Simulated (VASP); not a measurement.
An input for Ansatz (written as the equivalent of a VASP run, and not itself run):

Ansatz 0.2 input:
```yaml
crystal:
  lattice:
    - [0.0000000, 2.5498048, 2.5498048]
    - [2.5498048, 0.0000000, 2.5498048]
    - [2.5498048, 2.5498048, 0.0000000]
  atoms:
    - { symbol: Sn, position: [0.0000000, 0.0000000, 0.0000000] }
    - { symbol: S, position: [0.5000000, 0.5000000, 0.5000000] }
kpoints:
  mp_grid: { grid: [9, 9, 9] }
hamiltonian:
  xc: pbesol
  pseudopotentials: { kind: paw }
scf:
  occupations: { method: gaussian, width: 0.05 }
  max_iter: 100
relax:
  max_steps: 40
  f_tol: 0.02
  cell: { p_target: 45 }
output: { forces: true, stress: true, eigenvalues: true }
```

**Question.** Write the VASP files for the same calculation (PBEsol).

**Answer.** This is not unique; one that fits is 
KPOINTS:
```
K-points
0
G
  9 9 9
0 0 0
```

**POSCAR**
```
SnS
1
    0.0000000000     2.5498047769     2.5498047769
    2.5498047769     0.0000000000     2.5498047769
    2.5498047769     2.5498047769    -0.0000000000
Sn S
1 1
Direct
  0.0000000000   0.0000000000   0.0000000000
  0.5000000000   0.5000000000   0.5000000000
```

**INCAR**
```
PSTRESS = 450   ! kbar
LREAL = .False.   ! projection in real space or not
LCHARG = .False.
SIGMA = 0.05
SYSTEM = SnS
IBRION = 2   ! conjugate gradients
EDIFF = 1E-6   ! SCF stop (eV)
ISIF = 3   ! ions, shape and volume
EDIFFG = -0.02   ! ionic stop
LWAVE = .False.
NELM = 100
NSW = 40   ! most ionic steps
LASPH = .True.   ! aspherical one-centre terms
ENCUT = 500
ISMEAR = 0
LMAXMIX = 4
PREC = Accurate
ALGO = Normal   ! blocked Davidson
GGA = PS   ! PBEsol
```

POTCAR, in this order: Sn_d S (PBE.64 set). Program: vasp_std.

Limits of the translation: each code has its own PAW files, so the cut-off isn't converted (ENCUT is set for VASP's; basis.ecutwfc is left out, and Ansatz then takes the one that its files recommend); Ansatz stops its SCF on the density residual and VASP on the energy change (EDIFF).

The structure was generated: SnS was put into the rock salt type (Fm-3m), which need not be its known phase. It was relaxed first under an external pressure of 45 GPa.
